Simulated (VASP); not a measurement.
Given:

```xyz
2
Lattice="0.0000 2.9878 2.9878 2.9878 0.0000 2.9878 2.9878 2.9878 0.0000" Properties=species:S:1:pos:R:3 pbc="T T T"
In     0.0000     0.0000     0.0000
P      1.4939     1.4939     1.4939
```

Calculation: PBE GGA with D3 dispersion (zero damping), VASP's PBE PAW potentials (set 64) (plane waves; VASP). Run with 520 eV cut-off, 8×8×8 Γ-centred mesh, Gaussian smearing of 0.050 eV, potentials In_d P.

Problem. Give the stress tensor in GPa (positive for a compressed cell).

Solution. 
```
-1.71   0.00   0.00
 0.00  -1.71   0.00
 0.00   0.00  -1.71
```
The pressure is its mean diagonal, -1.71 GPa.

The compound is InP in the zinc blende structure. This cell is one point of a volume scan, at 1.03 of the reference volume.
